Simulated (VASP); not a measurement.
These are r2SCAN meta-GGA, VASP's PBE PAW potentials (set 64) (plane waves; VASP) values and carry that method's errors.

VASP ran on this input.

### POSCAR
```
BaF2
1
    0.0000000000     2.9883618163     2.9883618163
    2.9883618163     0.0000000000     2.9883618163
    2.9883618163     2.9883618163     0.0000000000
Ba F
1 2
Direct
  0.0000000000   0.0000000000   0.0000000000
  0.2500000000   0.2500000000   0.2500000000
  0.7500000000   0.7500000000   0.7500000000
```

KPOINTS:
```
Automatic mesh
0
Gamma
6 6 6
0 0 0
```

**INCAR**
```
SYSTEM = BaF2
PREC = Accurate
ENCUT = 600
EDIFF = 1E-7
NELM = 100
ALGO = Normal
LREAL = .FALSE.
LASPH = .TRUE.
ISMEAR = 0
SIGMA = 0.05
METAGGA = R2SCAN
LMIXTAU = .TRUE.
LMAXMIX = 4
LWAVE = .FALSE.
LCHARG = .FALSE.
ISIF = 2
```

POTCAR, in this order: Ba_sv F (PBE.64 set). Program: vasp_std.

**Question.** What does the run give for the energy per atom (σ→0), pressure?

**Answer.** 
```json
{
 "energy per atom (σ→0)": "-14954 meV/atom",
 "pressure": "100.5 kbar"
}
```

File OSZICAR:
```
...
DAV:  15    -0.448622482433E+02   -0.16088E-03   -0.40890E-04   544   0.208E-01    0.304E-02
DAV:  16    -0.448622637091E+02   -0.15466E-04   -0.81771E-05   528   0.111E-01    0.175E-02
DAV:  17    -0.448622945975E+02   -0.30888E-04   -0.14023E-05   544   0.520E-02    0.113E-02
DAV:  18    -0.448622938150E+02    0.78246E-06   -0.36842E-06   608   0.182E-02    0.527E-03
DAV:  19    -0.448622940729E+02   -0.25786E-06   -0.19570E-06   528   0.152E-02    0.200E-03
DAV:  20    -0.448622943891E+02   -0.31625E-06   -0.48120E-07   552   0.791E-03    0.118E-03
DAV:  21    -0.448622943043E+02    0.84829E-07   -0.23285E-08   368   0.182E-03
   1 F= -.44862294E+02 E0= -.44862294E+02  d E =-.415653E-11
```

The compound is BaF2 in the fluorite structure. This cell was strained or had an atom moved on purpose.
